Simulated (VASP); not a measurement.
A run of VASP 6.6.1 is set up as follows.

INCAR

```
SYSTEM = Bi2Te3
ALGO = Normal ; EDIFF = 1E-6
ENCUT = 520 ; GGA = PE
ISIF = 2 ; ISMEAR = 0
LASPH = .TRUE. ; LCHARG = .FALSE.
LREAL = .FALSE. ; LWAVE = .FALSE.
NBANDS = 32 ; NELM = 100
PREC = Accurate ; SIGMA = 0.01
```

KPOINTS

```
k-points
0
G
  4 4 4
  0 0 0
```

Contents of POSCAR:

```
Bi2Te3
1.0
    2.1930000000      1.2661300000     10.1656700000
   -2.1930000000      1.2661300000     10.1656700000
    0.0000000000     -2.5322600000     10.1656700000
Bi Te
2 3
Direct
    0.4000000000      0.4000000000      0.4000000000
    0.6000000000      0.6000000000      0.6000000000
    0.0000000000      0.0000000000      0.0000000000
    0.2095000000      0.2095000000      0.2095000000
    0.7905000000      0.7905000000      0.7905000000
```

Potentials or basis: VASP PAW PBE potentials, release 64 (Bi_d, Te).

The run is started by

```console
$ cat potpaw_PBE.64/Bi_d/POTCAR potpaw_PBE.64/Te/POTCAR > POTCAR
$ mpirun -np 1 vasp_std > vasp.out
```

Q: Predict the band gap on the k mesh.

A: 0.29 eV, direct.

Q: What does it give for the largest force?

A: 0.050 eV/Å.

Q: Predict the pressure.

A: 1.8 GPa.

Stress tensor (GPa, compression positive):
```
1.94 0.00 0.00
0.00 1.94 0.00
0.00 0.00 1.65
```

Caveat: spin-orbit coupling is left out, which as a rule narrows the gap of such compounds by several tenths of an eV.

**What was measured.**

From “Vacancy and Antisite-Induced Ferromagnetism in Liquid-Phase Exfoliated Bi2Te3”, 2024, arxiv:2412.10539, for a bulk crystal of Bi2Te3: band gap 0.17 eV.

Against the measured gap of Bi2Te3, 0.17 eV (quoted in “Vacancy and Antisite-Induced Ferromagnetism in Liquid-Phase Exfoliated Bi2Te3”, 2024, arxiv:2412.10539), the calculated 0.29 eV is off by +0.12 eV. Spin-orbit coupling on Bi, Te is left out. The value is that of PBE on a finite k mesh, which can miss the band edges, without temperature or zero-point motion.
